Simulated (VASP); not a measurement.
**Sc(0001) in VASP**

How does Sc(0001) behave as a surface?

Program: VASP 6.6.1. Level of theory: PBE; plane waves and PAW (Sc_sv). Results are calculated unless marked as measured.

## Step 1: The starting structure

The cell holds 7 atoms: 7 Sc. Cell: a = 3.310 Å, b = 3.310 Å, c = 33.828 Å, α = 90.0°, β = 90.0°, γ = 60.0°. Vacuum lies along c.

## Step 2: Vacuum level and density of states

A static run writes the electrostatic potential without exchange and correlation (LVHAR), which is flat in the vacuum and gives the level to count from. The dipole correction cancels the field that unlike faces would set up across the vacuum.

INCAR

```
SYSTEM = Sc
PREC = Normal
ENCUT = 300
EDIFF = 1E-06
NELM = 120
ISMEAR = -1
SIGMA = 0.1
LREAL = .FALSE.
ALGO = Fast
GGA = PE
NBANDS = 58
LASPH = .TRUE.
LORBIT = 11
LWAVE = .FALSE.
LCHARG = .TRUE.
IDIPOL = 3
LDIPOL = .TRUE.
DIPOL = 0.5 0.5 0.5
LVHAR = .TRUE.
LVACPOTAV = .TRUE.
LELF = .TRUE.
NEDOS = 1500
```

POSCAR

```
Sc
1.0
    3.3100000000      0.0000000000      0.0000000000
    1.6550000000      2.8665440865      0.0000000000
    0.0000000000      0.0000000000     33.8284200000
Sc
7
Direct
    0.0000000000      0.0000000000      0.2660484882
    0.6666666667      0.6666666667      0.3440323255
    0.0000000000      0.0000000000      0.4220161627
    0.6666666667      0.6666666667      0.5000000000
    0.0000000000      0.0000000000      0.5779838373
    0.6666666667      0.6666666667      0.6559676745
    0.0000000000      0.0000000000      0.7339515118
```

KPOINTS

```
Automatic mesh
0
Gamma
15 15 1
0 0 0
```

PAW data sets: Sc_sv (PBE family, release 64).

Started as:

```console
$ mpirun -np 2 vasp_std
```

The log of the run:

```text
[banner, memory and clock lines left out]
running    2 mpi-ranks, on    1 nodes
 distrk:  each k-point on    2 cores,    1 groups
 distr:  one band on    1 cores,    2 groups

 POSCAR found type information on POSCAR Sc
 POSCAR found :  1 types and       7 ions
 LDA part: xc-table for (Slater+PW92), standard interpolation
 POSCAR, INCAR and KPOINTS ok, starting setup
 FFT: planning ... GRIDC
 FFT: planning ... GRID_SOFT
 FFT: planning ... GRID
 WAVECAR not read
 entering main loop
       N       E                     dE             d eps       ncg     rms          rms(c)
DAV:   1     0.114792696581E+04    0.11479E+04   -0.29505E+04  4004   0.821E+02
DAV:   2     0.145552287249E+02   -0.11334E+04   -0.11135E+04  3868   0.520E+02
DAV:   3    -0.467600020179E+02   -0.61315E+02   -0.57570E+02  5244   0.161E+02
DAV:   4    -0.494877584745E+02   -0.27278E+01   -0.26221E+01  5112   0.292E+01
DAV:   5    -0.495876156950E+02   -0.99857E-01   -0.99105E-01  5264   0.539E+00    0.145E+01
RMM:   6    -0.100079392896E+03   -0.50492E+02   -0.68978E+01  4544   0.317E+01    0.259E+01
RMM:   7    -0.471274581744E+02    0.52952E+02   -0.70495E+00  3419   0.193E+01    0.925E+00
RMM:   8    -0.467100531645E+02    0.41741E+00   -0.79343E+00  4316   0.105E+01    0.971E+00
RMM:   9    -0.428525962417E+02    0.38575E+01   -0.11800E+00  3738   0.695E+00    0.370E+00
RMM:  10    -0.425472263282E+02    0.30537E+00   -0.10372E+00  4331   0.407E+00    0.203E+00
RMM:  11    -0.425276054745E+02    0.19621E-01   -0.43990E-01  4545   0.282E+00    0.151E+00
RMM:  12    -0.424694331631E+02    0.58172E-01   -0.14307E-01  4537   0.181E+00    0.636E-01
RMM:  13    -0.425065938646E+02   -0.37161E-01   -0.72709E-02  4960   0.945E-01    0.102E+00
RMM:  14    -0.424700330106E+02    0.36561E-01   -0.17933E-02  4800   0.560E-01    0.352E-01
RMM:  15    -0.424674305802E+02    0.26024E-02   -0.65039E-03  4406   0.443E-01    0.992E-02
RMM:  16    -0.424678627484E+02   -0.43217E-03   -0.45265E-03  4703   0.256E-01    0.484E-02
RMM:  17    -0.424681516131E+02   -0.28886E-03   -0.12411E-03  5087   0.128E-01    0.513E-02
RMM:  18    -0.424682750119E+02   -0.12340E-03   -0.44371E-04  4709   0.712E-02    0.435E-02
RMM:  19    -0.424683386375E+02   -0.63626E-04   -0.18335E-04  4620   0.426E-02    0.168E-02
RMM:  20    -0.424684536468E+02   -0.11501E-03   -0.12084E-04  4210   0.372E-02    0.852E-03
RMM:  21    -0.424685166276E+02   -0.62981E-04   -0.54948E-05  4046   0.230E-02    0.960E-03
RMM:  22    -0.424685400149E+02   -0.23387E-04   -0.20499E-05  3733   0.164E-02    0.360E-03
RMM:  23    -0.424685661434E+02   -0.26129E-04   -0.89209E-06  3623   0.100E-02    0.358E-03
RMM:  24    -0.424685769628E+02   -0.10819E-04   -0.49012E-06  3239   0.899E-03    0.133E-03
RMM:  25    -0.424685809190E+02   -0.39562E-05   -0.20665E-06  3080   0.622E-03    0.113E-03
RMM:  26    -0.424685841211E+02   -0.32020E-05   -0.10808E-06  2961   0.498E-03    0.100E-03
RMM:  27    -0.424685862872E+02   -0.21662E-05   -0.54268E-07  2871   0.418E-03    0.968E-04
RMM:  28    -0.424685883071E+02   -0.20199E-05   -0.29848E-07  2843   0.323E-03    0.975E-04
RMM:  29    -0.424685893733E+02   -0.10662E-05   -0.17079E-07  2719   0.247E-03    0.913E-04
RMM:  30    -0.424685897743E+02   -0.40101E-06   -0.98219E-08  2583   0.198E-03
|                                                                             |
|           W    W    AA    RRRRR   N    N  II  N    N   GGGG   !!!           |
|           W    W   A  A   R    R  NN   N  II  NN   N  G    G  !!!           |
|           W    W  A    A  R    R  N N  N  II  N N  N  G       !!!           |
|           W WW W  AAAAAA  RRRRR   N  N N  II  N  N N  G  GGG   !            |
|           WW  WW  A    A  R   R   N   NN  II  N   NN  G    G                |
|           W    W  A    A  R    R  N    N  II  N    N   GGGG   !!!           |
|                                                                             |
|     Did not find any points to average over, which means that no vacuum     |
|     field-free region was found. Please increase the size of  your cell     |
|     in the dimension of the dipole correction to obtain accurate            |
|     workfunction values.                                                    |
|                                                                             |

   1 F= -.42468590E+02 E0= -.42210264E+02  d E =-.516651E+00
```

The job ended after 71 s (2 MPI ranks of AMD EPYC 9R45, shared host; peak memory 0.35 GiB; 2.1 min of CPU time).

Lines that name or quote the potential files are left out of all logs, and their timing lines are given in words.

From OUTCAR (step 2):

```text
ion  position               nearest neighbor table
   1  0.000  0.000  0.266-   2 3.26   2 3.26   2 3.26
   2  0.667  0.667  0.344-   3 3.26   3 3.26   3 3.26   1 3.26   1 3.26   1 3.26
   3  0.000  0.000  0.422-   2 3.26   2 3.26   2 3.26   4 3.26   4 3.26   4 3.26
   4  0.667  0.667  0.500-   3 3.26   5 3.26   3 3.26   5 3.26   3 3.26   5 3.26
   5  0.000  0.000  0.578-   6 3.26   6 3.26   6 3.26   4 3.26   4 3.26   4 3.26
   6  0.667  0.667  0.656-   5 3.26   5 3.26   5 3.26   7 3.26   7 3.26   7 3.26
   7  0.000  0.000  0.734-   6 3.26   6 3.26   6 3.26

  LATTYP: Found a hexagonal cell.
 ALAT       =     3.3100000000
 C/A-ratio  =    10.2200664653

 Subroutine GETGRP returns: Found 12 space group operations
 (whereof 12 operations were pure point group operations)

The static configuration has the point symmetry D_3h.

 Found     27 irreducible k-points:

   k-points           NKPTS =     27   k-points in BZ     NKDIM =     27   number of bands    NBANDS=     58

   dimension x,y,z NGX =    14 NGY =   14 NGZ =  144
   dimension x,y,z NGXF=    28 NGYF=   28 NGZF=  288

   ENCUT  =  300.0 eV  22.05 Ry    4.70 a.u.   4.67  4.67 47.77*2*pi/ulx,y,z

   NELECT =      77.0000    total number of electrons

 k-points in reciprocal lattice and weights: Automatic mesh
   0.00000000  0.00000000  0.00000000       0.004
   0.06666667  0.00000000  0.00000000       0.027
   0.13333333  0.00000000  0.00000000       0.027
   0.20000000  0.00000000  0.00000000       0.027
   0.26666667  0.00000000  0.00000000       0.027
   0.33333333 -0.00000000  0.00000000       0.027
   0.40000000 -0.00000000  0.00000000       0.027
   0.46666667 -0.00000000  0.00000000       0.027
   0.13333333  0.06666667  0.00000000       0.027
[...]
-0.40000000  0.26666667  0.00000000       0.053
  -0.33333333  0.33333333  0.00000000       0.009

 dipolmoment           0.000000      0.000000      0.000000 electrons x Angstroem

 average (electrostatic) potential at core
       1 -50.9759       2 -50.5277       3 -50.5446       4 -50.5466       5 -50.5446
       6 -50.5277       7 -50.9759

 E-fermi :   0.4315

 k-point     1 :       0.0000    0.0000    0.0000
  band No.  band energies     occupation
    ...
     33      -2.5459      2.00000
     34      -1.8761      2.00000
     35      -1.3976      2.00000
     36       0.5225      0.57401
     37       0.5248      0.56457
     38       0.8392      0.03336
     39       0.9321      0.01331
     40       1.1744      0.00119
     41       1.5039      0.00004
     42       1.8019      0.00000
    ...

 k-point     2 :       0.0667    0.0000    0.0000
  band No.  band energies     occupation
    ...
     33      -2.4594      2.00000
     34      -1.7915      2.00000
     35      -1.3136      2.00000
     36       0.5303      0.54279
     37       0.5349      0.52487
     38       0.7704      0.06528
     39       0.8844      0.02135
     40       1.1451      0.00159
     41       1.4860      0.00005
     42       1.6893      0.00001
    ...

 k-point     3 :       0.1333    0.0000    0.0000
  band No.  band energies     occupation
    ...
     33      -2.2106      2.00000
     34      -1.5503      2.00000
     35      -1.0765      2.00000
     36       0.5127      0.61484
     37       0.5241      0.56763
     38       0.6119      0.28272
     39       0.7879      0.05510
     40       1.0826      0.00297
     41       1.4277      0.00009
     42       1.4652      0.00006
    ...

  Total       -1.5733362     -1.5733362     -2.5780887      0.0000000      0.0000000     -0.0000000
  in kB       -7.8535098     -7.8535098    -12.8688608      0.0000000      0.0000000     -0.0000000
  external PRESSURE =      -9.5252935 kB  Pullay stress =       0.0000000 kB

  energy-cutoff  :      300.00
  volume of cell :      320.97
      direct lattice vectors                 reciprocal lattice vectors
     3.310000000  0.000000000  0.000000000     0.302114804 -0.174426063  0.000000000
     1.655000000  2.866544086  0.000000000     0.000000000  0.348852126  0.000000000
     0.000000000  0.000000000 33.828420000     0.000000000  0.000000000  0.029560943

 POSITION                                       TOTAL-FORCE (eV/Angst)
 -----------------------------------------------------------------------------------
      0.00000      0.00000      9.00000         0.000000     -0.000000      0.241679
      3.31000      1.91103     11.63807         0.000000      0.000000     -0.182656
      0.00000      0.00000     14.27614        -0.000000      0.000000      0.025347
      3.31000      1.91103     16.91421        -0.000000      0.000000      0.000000
      0.00000      0.00000     19.55228        -0.000000      0.000000     -0.025347
      3.31000      1.91103     22.19035        -0.000000     -0.000000      0.182656
      0.00000      0.00000     24.82842         0.000000     -0.000000     -0.241679
 -----------------------------------------------------------------------------------
    total drift:                               -0.000002     -0.000001      0.000000

  FREE ENERGIE OF THE ION-ELECTRON SYSTEM (eV)
  ---------------------------------------------------
  free  energy   TOTEN  =       -42.4685897743 eV

  energy  without entropy=      -41.9519390196  energy(sigma->0) =      -42.21026440

 vacuum level on the upper side and lower side of the slab         4.072         4.072

 total charge
# of ion       s       p       d       tot
------------------------------------------
    1        2.279   6.061   0.986   9.326
    2        2.269   6.106   0.978   9.353
    3        2.272   6.101   0.989   9.362
    4        2.272   6.102   0.988   9.361
    5        2.272   6.101   0.989   9.362
    6        2.269   6.106   0.978   9.353
    7        2.279   6.061   0.986   9.326
--------------------------------------------------
tot         15.911  42.639   6.893  65.443

[... 3 further parts left out ...]
```

This run has no spin polarisation. Its electron count is odd, so without a moment it is a metal by construction.

This step gave:

- electronic cycles: 30
- electrons: 77
- free energy (TOTEN): -42.47 eV
- energy at zero smearing: -42.21 eV
- Fermi energy: 0.4315 eV
- labelled metallic, from the levels on this mesh: yes
- DOS at the Fermi level: 16.16 states/eV/cell
- dipole moment: 0, 0, 0 e·Å
- vacuum levels: 4.072, 4.072 eV
- work functions of the upper and lower face: 3.641, 3.641 eV

The density of states has structure finer than the step of the table below, so its rows give means over 0.5 eV, whole bins alone (the curve runs from -12.0 to 6.37 eV). Peaks (eV: height): total 0.00: 16.2, 1.10: 16.6; Sc s -1.57: 0.715; Sc p 0.00: 1.09, 1.10: 0.674; Sc d 0.00: 7.81, 1.81: 12.1.

Means over bins of 0.079 eV. Density of states against energy, zero at the Fermi level; means over each step; values in states/eV/cell:

| energy (eV) | total | Sc s | Sc p | Sc d |
| --- | --- | --- | --- | --- |
| -6.0 | 0 | 0 | 0 | 0 |
| -5.5 | 0.00647 | 0.00193 | 0 | 0 |
| -5.0 | 0.208 | 0.0630 | 0.00218 | 0 |
| -4.5 | 0.684 | 0.199 | 0.0150 | 0.00185 |
| -4.0 | 1.09 | 0.298 | 0.0398 | 0.0104 |
| -3.5 | 1.48 | 0.376 | 0.0751 | 0.0326 |
| -3.0 | 1.90 | 0.438 | 0.119 | 0.0840 |
| -2.5 | 2.54 | 0.513 | 0.179 | 0.209 |
| -2.0 | 3.67 | 0.613 | 0.254 | 0.581 |
| -1.5 | 5.63 | 0.695 | 0.318 | 1.54 |
| -1.0 | 6.99 | 0.492 | 0.360 | 2.66 |
| -0.5 | 10.2 | 0.186 | 0.557 | 4.93 |
| 0.0 | 15.2 | 0.0955 | 0.997 | 7.45 |
| 0.5 | 11.1 | 0.0551 | 0.594 | 6.10 |
| 1.0 | 14.6 | 0.0619 | 0.582 | 9.55 |
| 1.5 | 15.3 | 0.0683 | 0.362 | 11.2 |
| 2.0 | 13.7 | 0.0422 | 0.189 | 10.7 |
| 2.5 | 8.61 | 0.0325 | 0.154 | 6.71 |
| 3.0 | 4.39 | 0.0149 | 0.0671 | 3.63 |
| 3.5 | 2.46 | 0.00636 | 0.0210 | 2.19 |
| 4.0 | 0.367 | 7.9e-4 | 0.00256 | 0.332 |
| 4.5 | 0.00384 | 0 | 0 | 0.00315 |
| 5.0 | 0 | 0 | 0 | 0 |

The planar average of the electrostatic potential oscillates, so the rows of the table below give means over windows of 2.58 Å about each position, cut where the curve ends. Its maxima inside the range that stand out by 2 % of the span (Å: eV): 10.3: 0.925, 12.9: 0.774, 15.6: 0.794, 18.2: 0.794, 20.9: 0.774, 23.5: 0.925. Its minima: 8.9: -8.37, 11.6: -8.01, 14.3: -8.05, 16.9: -8.08, 19.5: -8.05, 22.2: -8.01, 24.9: -8.37.

Zero at the Fermi level. Planar average of the electrostatic potential against height; means over each step:

| height (Å) | planar average of the electrostatic potential (eV) |
| --- | --- |
| 1.29 | 3.65 |
| 3.87 | 3.65 |
| 6.45 | 3.04 |
| 9.03 | -4.02 |
| 11.61 | -3.64 |
| 14.19 | -3.70 |
| 16.77 | -3.69 |
| 19.35 | -3.69 |
| 21.93 | -3.64 |
| 24.51 | -3.92 |
| 27.09 | 2.60 |
| 29.67 | 3.64 |
| 32.25 | 3.65 |

Density of states in the PAW spheres, an atom over height of the layer and energy from the Fermi level.

Ten even steps from '_' (0.00 states/eV) to '@' (1.74 states/eV), each cell a mean:
```
@@--======--@@
%%**********%%
++++++++++++++
--------------
::::::::::::::
..::::::::::..
..............
______________
______________
______________
______________
______________
______________
______________
______________
______________
______________
______________
______________
______________
______________
______________
```
Columns: height of the layer (Å) from 9 to 24.8; rows upwards: energy from the Fermi level (eV) from -7.9 to 0.5.

Force by atom:

| atom | x (eV/Å) | y (eV/Å) | z (eV/Å) | size |
| --- | --- | --- | --- | --- |
| Sc1 | 0.000 | 0.000 | 0.242 | 0.242 |
| Sc2 | 0.000 | 0.000 | -0.183 | 0.183 |
| Sc3 | 0.000 | 0.000 | 0.025 | 0.025 |
| Sc4 | 0.000 | 0.000 | 0.000 | 0.000 |
| Sc5 | 0.000 | 0.000 | -0.025 | 0.025 |
| Sc6 | 0.000 | 0.000 | 0.183 | 0.183 |
| Sc7 | 0.000 | 0.000 | -0.242 | 0.242 |

ELF in the ca plane at fractional y = 0.000, with atoms of Sc within 0.2 Å of it. It is the smooth field of the valence electrons, not physical close to the nuclei.

Ten even steps from '0' (0.00) to '9' (0.85), each cell a mean:
```
89984157777741589962367777622799840000110000
47751244333441267731344334531477620111110000
12212331111233112112421111342122112333310000
32234521121135422245411221245422245543210000
42245521221135532346411221146432355542101000
11113431111134211123421111243211123432100100
35531243212342145421332122431255411121000000
79973156656641489861366666622699840011200000
89984158888741699972378888623899951001210000
```
Columns run along c (16.0 Å, from fractional 0.41 to 0.88 of the cell), rows up along a (3.3 Å). Atoms in or near the plane, at fractional coordinates: Sc at (0.42, 0.00), Sc at (0.58, 0.00), Sc at (0.73, 0.00).

Valence density in the ca plane at fractional y = 0.000, with atoms of Sc within 0.2 Å of it. It is the smooth field of the valence electrons, not physical close to the nuclei.

Ten steps, logarithmic in the rise over the least value, from '0' (0.00 × 1e0 e/Å³) to '9' (9.20 × 1e0 e/Å³), each cell a mean:
```
89963111111113689852111111124799731000000000
57642111111112467632111111112566520000000000
23321112222111233221112221111233210000000000
11111112332111111111112322111111110000000000
11111112332111111111122332111111110000000000
22211112222111122211112222111222110000000000
45532111221111345421111221112455310000000000
78863111111112578742111111113688631000000000
89973111111113699862111111124899741000000000
```
Columns run along c (16.0 Å, from fractional 0.41 to 0.88 of the cell), rows up along a (3.3 Å). Atoms in or near the plane, at fractional coordinates: Sc at (0.42, 0.00), Sc at (0.58, 0.00), Sc at (0.73, 0.00).

Electrostatic potential energy in the ca plane at fractional y = 0.000, with atoms of Sc within 0.2 Å of it. With pseudopotentials it is smooth inside the atoms' cores, unlike the true potential.

Values in eV, 5 rows by 16 columns, each cell a mean:
```
-24 -11   2   1   0 -20 -18   0   1   1 -14 -24  -4   3   4   4
 -6  -1  -1  -4   1  -5  -4   0  -5   0  -2  -7   1   4   4   4
  0   2  -2  -8   1   1   1   0  -9  -1   2   0   2   4   4   4
-12  -4   0  -2   0  -9  -8   1  -2   0  -5 -12  -1   3   4   4
-27 -13   2   2  -1 -23 -21   0   2   2 -16 -26  -5   3   4   4
```
Columns run along c (16.0 Å, from fractional 0.41 to 0.88 of the cell; values clipped at the 3rd and 97th percentile), rows up along a (3.3 Å). Atoms in or near the plane, at fractional coordinates: Sc at (0.42, 0.00), Sc at (0.58, 0.00), Sc at (0.73, 0.00).

Only the dipole across the slab is computed (IDIPOL = 3); zeros along the plane are no results.

The density of states holds every band computed, so its fall toward the upper end of the range is no gap.

The map of layer states is cut here 0.5 eV above the Fermi level, so it leaves out the states above that.

The vacuum level lies 3.64 eV above the Fermi level at the upper face; both faces agree, as the slab has next to no dipole.

The program found no field-free point at its default tolerance, but its printed level agrees with the flat part of the planar average.

On this mesh the fine structure of the density of states is sampling noise, and high empty states may be cut by the number of bands.

## Step 3: Putting the energies together

This step: slab, PBE; plane waves and PAW (VASP 6.6.1).

Derived from the runs above.

## Step 4: What came out

```json
{
 "work function of the slab": "3.64 eV"
}
```

In words: The work function is 3.64 eV at both faces. No atom was relaxed. The cell in the plane was kept as given and was not relaxed here.

[Lines on the potential files, build, host, timing and source positions are cut from VASP's logs without a mark.]

[Logs are printed without paths, hosts, clocks, repeated set-up lines and the standing remarks that a program may print on its own settings, such as how far it seeks lower states.]

[Hosts, paths, dates, database ids (printed as entryN), source tags and the programs' standing remarks are cut or masked in the printed files.]

[In band tables of VASP the shares of atoms and orbitals are scaled to a sum of 1 inside the atoms' spheres.]

[Runs that stopped without an error message from VASP are left out.]
